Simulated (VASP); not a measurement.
# BaMgPF (P4/nmm) in VASP: further runs

One crystal, BaMgPF, is run at these levels: r2SCAN, PBE; tasks: relaxation of cell and atoms.

All numbers are computed with VASP 6.6.1; they aren't measurements. Logs are shortened: lines on timing, memory, paths and dates and some standing lists are left out, and cuts for length are marked.

### Step 1. The crystal as given

It takes space group P4/nmm (No. 129, tetragonal). The conventional cell has a = 4.326 Å, b = 4.326 Å, c = 9.553 Å, α = 90.00°, β = 90.00°, γ = 90.00°. Ba (site symmetry 4mm) has 4 F at 2.65 Å as nearest neighbours. Around P (site symmetry 4mm) lie 4 Mg at 2.60 Å. Mg (site symmetry -4m2) is surrounded by 4 P at 2.60 Å. F (site symmetry -4m2) is surrounded by 4 Ba at 2.65 Å.

The cell comes from a database or a generator and needn't be the stable form of this composition.

### Step 2. Relaxation of cell and atoms, r2SCAN

Input file INCAR:

```
PREC = Accurate
ENCUT = 600
EDIFF = 1E-7
ISMEAR = 0
SIGMA = 0.03
LREAL = F
LASPH = T
NELM = 80
ALGO = Normal
ISIF = 3
LWAVE = F
LCHARG = F
METAGGA = R2SCAN
LMIXTAU = T
IBRION = 2
NSW = 90
EDIFFG = -0.005
KPAR = 2
```

Input file KPOINTS:

```
regular mesh
0
Gamma
  6 6 4
```

Input file POSCAR:

```
BaMgPF                                  
1.0
    4.3262267778      0.0000000000      0.0000000000
    0.0000000000      4.3262267778      0.0000000000
   -0.0000000000      0.0000000000      9.5530255455
  Ba              P               Mg              F             
     2     2     2     2
Direct
     0.5000000000000000    1.0000000000000000    0.1608672013207230
     0.0000000000000000    0.5000000000000000    0.8391327986792771
     0.5000000000000000    1.0000000000000000    0.6505332585127676
     0.0000000000000000    0.5000000000000000    0.3494667414872323
     0.5000000000000000    0.5000000000000000    0.5000000000000000
     0.0000000000000000    0.0000000000000000    0.5000000000000000
     0.5000000000000000    0.5000000000000000    0.0000000000000000
     0.0000000000000000    1.0000000000000000    0.0000000000000000
```

Potentials or basis: VASP PAW PBE potentials, release 64 (Ba_sv, P, Mg, F).

Command:

```sh
> cat potpaw_PBE.64/Ba_sv/POTCAR potpaw_PBE.64/P/POTCAR potpaw_PBE.64/Mg/POTCAR potpaw_PBE.64/F/POTCAR > POTCAR
> mpirun -np 2 vasp_std > vasp.out
```

OUTCAR:

```text
PREC = Accurate
   ENCUT = 600
   EDIFF = 1E-7
   ISMEAR = 0
   LREAL = F
   LASPH = T
   NELM = 80
   ISIF = 3
   METAGGA = R2SCAN
   IBRION = 2
   NSW = 90
   EDIFFG = -0.005

 ion  position               nearest neighbor table
   1  0.500  0.000  0.161-   7 2.65   8 2.65   7 2.65   8 2.65   4 3.55   4 3.55   4 3.55   4 3.55
                             5 3.90   6 3.90   5 3.90   6 3.90   2 4.34   2 4.34   2 4.34   2 4.34
   2  0.000  0.500  0.839-   7 2.65   8 2.65   8 2.65   7 2.65   3 3.55   3 3.55   3 3.55   3 3.55
                             5 3.90   5 3.90   6 3.90   6 3.90   1 4.34   1 4.34   1 4.34   1 4.34
   3  0.500  0.000  0.651-   5 2.60   6 2.60   5 2.60   6 2.60   2 3.55   2 3.55   2 3.55   2 3.55

   4  0.000  0.500  0.349-   5 2.60   6 2.60   6 2.60   5 2.60   1 3.55   1 3.55   1 3.55   1 3.55

   5  0.500  0.500  0.500-   3 2.60   4 2.60   3 2.60   4 2.60   6 3.06   6 3.06   6 3.06   6 3.06
                             2 3.90   1 3.90   2 3.90   1 3.90
   6  0.000  0.000  0.500-   3 2.60   4 2.60   4 2.60   3 2.60   5 3.06   5 3.06   5 3.06   5 3.06
                             1 3.90   2 3.90   2 3.90   1 3.90
   7  0.500  0.500  0.000-   1 2.65   2 2.65   1 2.65   2 2.65
   8  0.000  0.000  0.000-   1 2.65   2 2.65   2 2.65   1 2.65

  LATTYP: Found a simple tetragonal cell.
 ALAT       =     4.3262267778
 C/A-ratio  =     2.2081656918

  Lattice vectors:

 A1 = (   4.3262267778,   0.0000000000,   0.0000000000)
 A2 = (   0.0000000000,   4.3262267778,   0.0000000000)
 A3 = (   0.0000000000,   0.0000000000,   9.5530255455)

Analysis of symmetry for initial positions (statically):
=====================================================================
 Subroutine PRICEL returns:
 Original cell was already a primitive cell.

 Routine SETGRP: Setting up the symmetry group for a
 simple tetragonal supercell.

 Subroutine GETGRP returns: Found 16 space group operations
 (whereof  8 operations were pure point group operations)
 out of a pool of 16 trial point group operations.

The static configuration has the point symmetry D_2d.
 The point group associated with its full space group is D_4h.

Analysis of symmetry for dynamics (positions and initial velocities):
=====================================================================
 Subroutine PRICEL returns:
 Original cell was already a primitive cell.

 Routine SETGRP: Setting up the symmetry group for a
 simple tetragonal supercell.

 Subroutine GETGRP returns: Found 16 space group operations
 (whereof  8 operations were pure point group operations)
[... 127 lines left out ...]
   NUPDOWN=      -1.0000    fix difference up-down
   EMIN   =  10.00;   EMAX   =-10.00  energy-range for DOS
   EFERMI =   0.00;   METHOD = LEGACY
   ISMEAR =     0;   SIGMA  =   0.03  broadening in eV -4-tet -1-fermi 0-gaus
   EFERMI_NEDOS =   21; number of points for ismear=-14 and -15
   IALGO  =     38    algorithm
   IMIX   =      4    mixing-type and parameters
     AMIX     =   0.40;   BMIX     =  1.00
     AMIX_MAG =   1.60;   BMIX_MAG =  1.00
  volume/ion in A,a.u.               =      22.35       150.82
  Fermi-wavevector in a.u.,A,eV,Ry     =   1.056093  1.995726 15.175013  1.115332
  Thomas-Fermi vector in A             =   2.191316
   LORBIT       =      0    0 simple, 1 ext, 2 COOP (PROOUT), +10 PAW based schemes
   METAGGA = R2SCAN    functional components
   LHFCALC =     F    Hartree Fock is set to
   AEXX    =    0.0000 exact exchange contribution
   IVDW    =     0    specifies the selected vdW correction
   LEPSILON=     F    determine dielectric tensor
   LRPA    =     F    only Hartree local field effects (RPA)
 conjugate gradient relaxation of ions
 non-spin polarized calculation
 Gauss-broadening in eV      SIGMA  =   0.03
  energy-cutoff  :      600.00
  volume of cell :      178.80
 maximum number of plane-waves:      6022
 NGX is ok and might be reduce to    36
   NGX = 17   NGY = 17   NGZ = 39

--------------------------------------- Ionic step        1  -------------------------------------------

 number of electron      47.9999983 magnetization

 Free energy of the ion-electron system (eV)
  ---------------------------------------------------
  ext. energy  EPLUGINS =         0.00000000
  ---------------------------------------------------
  free energy    TOTEN  =      -103.55359033 eV

  energy without entropy =     -103.55359033  energy(sigma->0) =     -103.55359033

------------------------ aborting loop because EDIFF is reached ----------------------------------------

  FORCE on cell =-STRESS in cart. coord.  units (eV):
  Direction    XX          YY          ZZ          XY          YZ          ZX
  --------------------------------------------------------------------------------------
  -------------------------------------------------------------------------------------
  Total       -0.0201865     -0.0201865      0.0648922      0.0000000      0.0000000      0.0000000
  in kB       -0.1808888     -0.1808888      0.5814917      0.0000000      0.0000000      0.0000000
  external PRESSURE =       0.0732380 kB  Pullay stress =       0.0000000 kB
[... 71 lines left out ...]
--------------------------------------- Ionic step        3  -------------------------------------------

 number of electron      47.9999982 magnetization

 Free energy of the ion-electron system (eV)
  ---------------------------------------------------
  ext. energy  EPLUGINS =         0.00000000
  ---------------------------------------------------
  free energy    TOTEN  =      -103.55364180 eV

  energy without entropy =     -103.55364180  energy(sigma->0) =     -103.55364180

 E-fermi :   2.5497     XC(G=0):  -9.4639

 val. band max:        2.3604558398   @ k =   0.0000   0.0000   0.0000
 cond. band min:       4.4911969151   @ k =   0.0000   0.0000   0.0000
 fundamental gap:      2.1307410754
 Fermi energy:         2.5496935999

 k-point     1 :       0.0000    0.0000    0.0000
  band No.  band energies     occupation
      1     -25.5840      2.00000
      2     -25.3777      2.00000
      3     -22.0984      2.00000
      4     -22.0791      2.00000
      5     -10.2451      2.00000
      6     -10.2451      2.00000
[... 757 lines left out ...]
     28       6.3056      0.00000
     29       7.0031      0.00000

 [... further k-points ...]

------------------------ aborting loop because EDIFF is reached ----------------------------------------

  FORCE on cell =-STRESS in cart. coord.  units (eV):
  Direction    XX          YY          ZZ          XY          YZ          ZX
  --------------------------------------------------------------------------------------
  -------------------------------------------------------------------------------------
  Total       -0.0298035     -0.0298035     -0.0055692      0.0000000      0.0000000     -0.0000000
  in kB       -0.2669594     -0.2669594     -0.0498854      0.0000000      0.0000000     -0.0000000
  external PRESSURE =      -0.1946014 kB  Pullay stress =       0.0000000 kB
[... 23 lines left out ...]
  FREE ENERGIE OF THE ION-ELECTRON SYSTEM (eV)
  ---------------------------------------------------
  free  energy   TOTEN  =      -103.5536418011 eV

  energy  without entropy=     -103.5536418011  energy(sigma->0) =     -103.55364180

 reached required accuracy - stopping structural energy minimisation
```

OSZICAR:

```text
N       E                     dE             d eps       ncg     rms          rms(c)
DAV:   1     0.278521047438E+03    0.27852E+03   -0.23530E+04  1740   0.166E+03
DAV:   2    -0.887469340883E+02   -0.36727E+03   -0.35645E+03  2478   0.301E+02
DAV:   3    -0.116949395488E+03   -0.28202E+02   -0.28059E+02  2073   0.909E+01
[... 38 lines left out ...]
DAV:   5    -0.103553639204E+03   -0.52625E-06   -0.67095E-06  1845   0.270E-02    0.183E-03
DAV:   6    -0.103553638562E+03    0.64115E-06   -0.54408E-06  1810   0.253E-02    0.113E-03
DAV:   7    -0.103553641670E+03   -0.31081E-05   -0.12293E-06  1835   0.115E-02    0.487E-04
DAV:   8    -0.103553641543E+03    0.12714E-06   -0.23882E-07  1745   0.409E-03    0.292E-04
DAV:   9    -0.103553641802E+03   -0.25829E-06   -0.67446E-08  1145   0.277E-03    0.169E-04
DAV:  10    -0.103553641801E+03    0.54342E-09   -0.51758E-09   970   0.601E-04
   3 F= -.10355364E+03 E0= -.10355364E+03  d E =-.514700E-04
```

CONTCAR:

```text
BaMgPF
   1.00000000000000
     4.3248098746241350    0.0000000000000000    0.0000000000000000
     0.0000000000000000    4.3248098746241350    0.0000000000000000
     0.0000000000000000    0.0000000000000000    9.5630833630126322
  Ba              P               Mg              F
     2     2     2     2
Direct
     0.5000000000000000    0.0000000000000000    0.1609838668059349
     0.0000000000000000    0.5000000000000000    0.8390161331940650
     0.5000000000000000    0.0000000000000000    0.6505813021077899
     0.0000000000000000    0.5000000000000000    0.3494186978922101
     0.5000000000000000    0.5000000000000000    0.5000000000000000
     0.0000000000000000    0.0000000000000000    0.5000000000000000
     0.5000000000000000    0.5000000000000000    0.0000000000000000
     0.0000000000000000    0.0000000000000000    0.0000000000000000

  0.00000000E+00  0.00000000E+00  0.00000000E+00
  0.00000000E+00  0.00000000E+00  0.00000000E+00
  0.00000000E+00  0.00000000E+00  0.00000000E+00
  0.00000000E+00  0.00000000E+00  0.00000000E+00
  0.00000000E+00  0.00000000E+00  0.00000000E+00
  0.00000000E+00  0.00000000E+00  0.00000000E+00
  0.00000000E+00  0.00000000E+00  0.00000000E+00
  0.00000000E+00  0.00000000E+00  0.00000000E+00
```

It took 6.2 min on 2 MPI ranks of Intel Xeon 6975P-C (Granite Rapids), shared host; peak memory 0.49 GiB.

What came out:

* Free energy: -103.5536 eV
* Relaxed volume: 22.36 Å³/atom
* Relaxed cell: a = 4.325 Å, b = 4.325 Å, c = 9.563 Å, α = 90.00°, β = 90.00°, γ = 90.00°
* Space group after relaxing (to 0.05 Å): P4/nmm (No. 129)
* Energy gained by relaxing: 0.0 meV/atom
* Ionic steps: 3
* Pressure after relaxing: 0.0 GPa
* Largest force after relaxing: 0.005 eV/Å
* Band gap on the k mesh: 2.13 eV, direct

Forces in eV/Å, atoms in the order of the input:
```
Ba   0.000  0.000 -0.004
Ba   0.000  0.000  0.004
P    0.000  0.000 -0.005
P    0.000  0.000  0.005
Mg   0.000  0.000  0.000
Mg   0.000  0.000  0.000
F    0.000  0.000  0.000
F    0.000  0.000  0.000
```

Final structure:
```
Ba P Mg F
1.0
     4.32481    0.00000    0.00000
     0.00000    4.32481    0.00000
     0.00000    0.00000    9.56308
Ba P Mg F
2 2 2 2
Direct
  0.50000 0.00000 0.16098
  0.00000 0.50000 0.83902
  0.50000 0.00000 0.65058
  0.00000 0.50000 0.34942
  0.50000 0.50000 0.50000
  0.00000 0.00000 0.50000
  0.50000 0.50000 0.00000
  0.00000 0.00000 0.00000
```

Levels at points of the mesh, in eV from the valence-band top:
```
           k point  band 21  band 22  band 23  band 24  band 25  band 26  band 27  band 28
(0.00, 0.00, 0.00)    -1.25    -0.42     0.00     0.00     2.13     2.65     3.39     3.74
(0.50, 0.00, 0.00)    -0.52    -0.52    -0.51    -0.51     3.55     3.55     3.85     3.85
(0.50, 0.50, 0.00)    -1.47    -1.47    -1.40    -1.40     2.83     2.83     4.57     4.57
(0.00, 0.00, 0.50)    -1.24    -0.68     0.00     0.00     2.40     3.01     3.15     4.02
(0.50, 0.00, 0.50)    -0.51    -0.51    -0.49    -0.49     3.73     3.73     3.95     3.95
(0.50, 0.50, 0.50)    -1.49    -1.49    -1.38    -1.38     3.05     3.05     4.69     4.69
```

Caveat: the PAW data sets were made with another functional, which shifts forces and pressure a little; spin-orbit coupling is left out, which moves the levels of the heavy elements. A k mesh can miss the band edges.

### Step 3. Relaxation of cell and atoms, PBE

This run uses another cell than the first one, of 22.06 Å³/atom, 0.987 times its volume.

Input file INCAR:

```
PREC = Accurate
ENCUT = 600
EDIFF = 1E-6
ISMEAR = 0
SIGMA = 0.03
LREAL = F
LASPH = T
NELM = 80
ALGO = Normal
ISIF = 3
LWAVE = F
LCHARG = F
GGA = PE
IBRION = 2
NSW = 90
EDIFFG = -0.01
KPAR = 2
```

KPOINTS is that of step 2.

Input file POSCAR:

```
BaMgPF
1.0
    4.3097000000      0.0000000000      0.0000000000
    0.0000000000      4.3097000000      0.0000000000
    0.0000000000      0.0000000000      9.5032000000
Ba P Mg F
2 2 2 2
Direct
    0.5000000000      0.0000000000      0.1598200000
    0.0000000000      0.5000000000      0.8401800000
    0.5000000000      0.0000000000      0.6532000000
    0.0000000000      0.5000000000      0.3468000000
    0.5000000000      0.5000000000      0.5000000000
    0.0000000000      0.0000000000      0.5000000000
    0.5000000000      0.5000000000      0.0000000000
    0.0000000000      0.0000000000      0.0000000000
```

Potentials or basis: VASP PAW PBE potentials, release 64 (Ba_sv, P, Mg, F).

Command:

```sh
> cat potpaw_PBE.64/Ba_sv/POTCAR potpaw_PBE.64/P/POTCAR potpaw_PBE.64/Mg/POTCAR potpaw_PBE.64/F/POTCAR > POTCAR
> mpirun -np 2 vasp_std > vasp.out
```

It took 2.2 min on 2 MPI ranks of Intel Xeon 6975P-C (Granite Rapids), shared host; peak memory 0.46 GiB.

Results (log left out):

```yaml
Free_energy: -37.6633 eV
Relaxed_volume: 22.69 Å³/atom
Relaxed_cell: a = 4.344 Å, b = 4.344 Å, c = 9.619 Å, α = 90.00°, β = 90.00°, γ = 90.00°
Space_group_after_relaxing_to_0.05_Å: P4/nmm (No. 129)
Energy_gained_by_relaxing: 3.7 meV/atom
Ionic_steps: 5
Pressure_after_relaxing: 0.0 GPa
Largest_force_after_relaxing: 0.009 eV/Å
Band_gap_on_the_k_mesh: 1.78 eV, direct
```

Forces in eV/Å, atoms in the order of the input:
```
Ba   0.000  0.000 -0.009
Ba   0.000  0.000  0.009
P    0.000  0.000  0.000
P    0.000  0.000  0.000
Mg   0.000  0.000  0.000
Mg   0.000  0.000  0.000
F    0.000  0.000  0.000
F    0.000  0.000  0.000
```

The path:
```
step  energy change (eV)  largest force (eV/Å)  pressure (GPa)  volume (Å³)
   1              0.0000                0.2803            1.67       176.51
   2             -0.0262                0.1295           -0.36       182.43
   3             -0.0275                0.0976           -0.02       181.33
   4             -0.0286                0.0723           -0.01       181.38
   5             -0.0300                0.0091            0.02       181.50
```

Final structure:
```xyz
8
Lattice="4.3438 0.0000 0.0000 0.0000 4.3438 0.0000 0.0000 0.0000 9.6193" Properties=species:S:1:pos:R:3 pbc="T T T"
Ba    2.1719    0.0000    1.5581
Ba    0.0000    2.1719    8.0612
P     2.1719    0.0000    6.2679
P     0.0000    2.1719    3.3514
Mg    2.1719    2.1719    4.8096
Mg    0.0000    0.0000    4.8096
F     2.1719    2.1719    0.0000
F     0.0000    0.0000    0.0000
```

Levels at points of the mesh, in eV from the valence-band top:
| k point | band 22 | band 23 | band 24 | band 25 | band 26 | band 27 |
| --- | --- | --- | --- | --- | --- | --- |
| (0.00, 0.00, 0.00) | -0.42 | 0.00 | 0.00 | 1.78 | 2.21 | 2.70 |
| (0.50, 0.00, 0.00) | -0.51 | -0.48 | -0.48 | 3.02 | 3.02 | 3.45 |
| (0.50, 0.50, 0.00) | -1.43 | -1.36 | -1.36 | 2.44 | 2.44 | 4.07 |
| (0.00, 0.00, 0.50) | -0.70 | 0.00 | 0.00 | 2.01 | 2.55 | 2.73 |
| (0.50, 0.00, 0.50) | -0.49 | -0.47 | -0.47 | 3.19 | 3.19 | 3.49 |
| (0.50, 0.50, 0.50) | -1.45 | -1.34 | -1.34 | 2.62 | 2.62 | 4.18 |

Caveat: spin-orbit coupling is left out, which moves the levels of the heavy elements. A k mesh can miss the band edges.
